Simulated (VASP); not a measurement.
# YS (relaxed from the zinc blende structure, space group F-43m): computed properties

Computed with PBEsol GGA, VASP's PBE PAW potentials (set 64) (plane waves; VASP).

```json
{
  "space_group": "F-43m (216)",
  "cell": "a = b = c = 6.045 Å, α = β = γ = 90.00°",
  "volume_per_atom": "27.61 Å³/atom",
  "band gap (over mesh and band path)": "none (metal, semimetal or under 0.01 eV)",
  "density": "3.64 g/cm³"
}
```

```cif
data_SY
_chemical_formula_sum 'Y1 S1'
_space_group_name_H-M_alt 'P 1'
_space_group_IT_number 1
_cell_length_a 4.27449
_cell_length_b 4.27449
_cell_length_c 4.27449
_cell_angle_alpha 60.000
_cell_angle_beta 60.000
_cell_angle_gamma 60.000
loop_
_space_group_symop_operation_xyz
  'x, y, z'
loop_
_atom_site_label
_atom_site_type_symbol
_atom_site_fract_x
_atom_site_fract_y
_atom_site_fract_z
_atom_site_occupancy
Y1 Y 0.00000 0.00000 0.00000 1
S1 S 0.25000 0.25000 0.25000 1
```

The structure was generated: YS was put into the zinc blende type (F-43m), which need not be its known phase. It was relaxed first, which changed the volume by -30 %. Symmetry was kept, so distortions that lower it aren't found. The electron count is odd and the run is not spin-polarised, which forces a metal.
